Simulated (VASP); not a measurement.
Calculation: PBE GGA, VASP's PBE PAW potentials (set 64) (plane waves; VASP 6.6.1).

VASP input:

**KPOINTS**
```
Automatic
0
G
  7 7 7
0 0 0
```

**INCAR**
```
SYSTEM = KI
PREC = Accurate; ENCUT = 500; LREAL = .FALSE.
LASPH = .TRUE.
EDIFF = 1E-6; NELM = 100; ALGO = Normal
LMAXMIX = 4
ISMEAR = 0; SIGMA = 0.05
GGA = PE
IBRION = 2; NSW = 40; ISIF = 3
EDIFFG = -0.02; PSTRESS = 100
LWAVE = .FALSE.; LCHARG = .FALSE.
```

POSCAR:
```
KI
1.0
  0.0000000000   3.3038828182   3.3038828182
  3.3038828182   0.0000000000   3.3038828182
  3.3038828182   3.3038828182   0.0000000000
K I
1 1
Cart
  0.0000000000   0.0000000000   0.0000000000
  3.3038828182   3.3038828182   3.3038828182
```

POTCAR, in this order: K_sv I (PBE.64 set). Program: vasp_std.

Problem. What will the output report for the number of irreducible k-points (NKPTS), largest plane-wave count, number of space-group operations, FFT grid (NGX, NGY, NGZ)?

Solution. 
The number of irreducible k-points (NKPTS) is 20, the largest plane-wave count comes out as 1849 and the number of space-group operations comes out as 48. The FFT grid (NGX, NGY, NGZ) is 36 × 36 × 36.

The compound is KI in the rock salt structure. This run relaxes it under an external pressure of 10 GPa. Symmetry was kept, so distortions that lower it aren't found.
